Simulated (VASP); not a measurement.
A VASP calculation is set up with these files.

**KPOINTS**
```
Automatic mesh
0
Gamma
12 12 7
0 0 0
```

File POSCAR:
```
Mg
3.2381590
  0.4912226361  -0.8710341277   0.0000000000
  0.4912226361   0.8710341277   0.0000000000
  0.0000000000   0.0000000000   1.6056339420
Mg
2
Cart
  0.4912226361   0.2903452899   0.4014084855
  0.5056852129  -0.2903452899   1.2042254565
```

INCAR:
```
# general
SYSTEM = Mg
PREC   = Accurate
ENCUT  = 400
LREAL  = .False.
LASPH  = .True.

# electronic loop
EDIFF  = 1E-8
NELM   = 100
ALGO   = Normal

# smearing
ISMEAR = 1
SIGMA  = 0.1

# functional
GGA    = PE

# ions
ISIF   = 2

# output
LWAVE  = .False.
LCHARG = .False.
```

POTCAR, in this order: Mg (PBE.64 set). Program: vasp_std.

**Question.** Write an equivalent input for Quantum ESPRESSO's pw.x.

**Answer.** One equivalent input (not run):
```
&CONTROL
  calculation = 'scf'
  pseudo_dir = './pseudo'
  outdir = './out'
  tprnfor = .true.
  tstress = .true.
/
&SYSTEM
  ibrav = 0
  nat = 2
  ntyp = 1
  ecutwfc = 84
  occupations = 'smearing'
  smearing = 'methfessel-paxton'
  degauss = 0.00735
  input_dft = 'pbe'
/
&ELECTRONS
  conv_thr = 7.3e-10
  electron_maxstep = 100
/
ATOMIC_SPECIES
  Mg 24.305 Mg.upf
CELL_PARAMETERS angstrom
     1.5906570   -2.8205470    0.0000000
     1.5906570    2.8205470    0.0000000
     0.0000000    0.0000000    5.1992980
ATOMIC_POSITIONS crystal
  Mg   0.3333330  0.6666670  0.2500000
  Mg   0.6813880  0.3480540  0.7500000
K_POINTS automatic
  12 12 7 0 0 0
```
What does not carry over: the potentials are each code's own (VASP's PAW set, PseudoDojo norm-conserving files in pw.x), so ENCUT and ecutwfc are chosen apart and not converted; conv_thr bounds pw.x's estimated SCF error, while EDIFF bounds the energy change between steps.

The compound is Mg in the hcp structure. The cell was not relaxed at this level, atoms are displaced from their ideal sites. The run is one of a series of settings (EDIFF = 1E-8 against the base run), some of them coarse on purpose.
